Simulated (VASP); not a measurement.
An input for Ansatz (written as the equivalent of a VASP run, and not itself run):

Ansatz 0.2 input:
```yaml
crystal:
  lattice:
    - [5.0842500, -2.0177500, 0.0000000]
    - [5.0842500, 2.0177500, 0.0000000]
    - [-1.2705200, 0.0000000, 6.4693210]
  atoms:
    - { symbol: Tb, position: [0.6221720, 0.6115740, 0.3236490], spin: 6 }
    - { symbol: Tb, position: [0.3780180, 0.3945710, 0.6707070], spin: 6 }
    - { symbol: Al, position: [0.0112600, -0.0158520, 0.0044530] }
    - { symbol: Al, position: [0.3093280, 0.3062260, 0.1429030] }
    - { symbol: Al, position: [0.6829370, 0.6933910, 0.8644640] }
    - { symbol: Si, position: [0.0931590, 0.0920060, 0.6367240] }
    - { symbol: Si, position: [0.9031250, 0.9180830, 0.3571000] }
kpoints:
  mp_grid: { grid: [4, 4, 3] }
hamiltonian:
  xc: pbesol
  pseudopotentials: { kind: paw }
magnetization: { spin_polarized: true }
scf:
  occupations: { method: fermi_dirac, width: 0.05 }
  max_iter: 100
output: { forces: true, stress: true, eigenvalues: true }
```

### Question
Translate this input to VASP (INCAR, KPOINTS, POSCAR, choice of POTCAR).

### Answer
Several could match; the one computed here: 
### INCAR
```
SYSTEM = Tb2Al3Si2
PREC = Accurate
ENCUT = 300
EDIFF = 1E-6
NELM = 100
ALGO = Normal
LREAL = .FALSE.
LASPH = .TRUE.
ISMEAR = -1
SIGMA = 0.05
GGA = PS
LMAXMIX = 6
LWAVE = .FALSE.
LCHARG = .FALSE.
ISIF = 2
ISPIN = 2
MAGMOM = 6.0 6.0 0.0 0.0 0.0 0.0 0.0
LORBIT = 11
```

**POSCAR**
```
Tb2Al3Si2
1
    5.0842500000    -2.0177500000     0.0000000000
    5.0842500000     2.0177500000     0.0000000000
   -1.2705200000     0.0000000000     6.4693210000
Tb Al Si
2 3 2
Direct
  0.6221720000   0.6115740000   0.3236490000
  0.3780180000   0.3945710000   0.6707070000
  0.0112600000  -0.0158520000   0.0044530000
  0.3093280000   0.3062260000   0.1429030000
  0.6829370000   0.6933910000   0.8644640000
  0.0931590000   0.0920060000   0.6367240000
  0.9031250000   0.9180830000   0.3571000000
```

**KPOINTS**
```
Automatic mesh
0
Gamma
4 4 3
0 0 0
```

POTCAR, in this order: Tb Al Si (PBE.64 set). Program: vasp_std.

The two are equivalent in intent, not identical: each code has its own PAW files, so the cut-off isn't converted (ENCUT is set for VASP's; basis.ecutwfc is left out, and Ansatz then takes the one that its files recommend); Ansatz stops its SCF on the density residual and VASP on the energy change (EDIFF).

The structure comes from a measured Tb2Al3Si2 entry of the Crystallography Open Database, whose conditions weren't checked. The cell was not relaxed at this level, atoms are displaced from their ideal sites. The k-mesh is coarse (spacing up to 0.42 per Å, 2π included), so the numbers may not be converged in it.
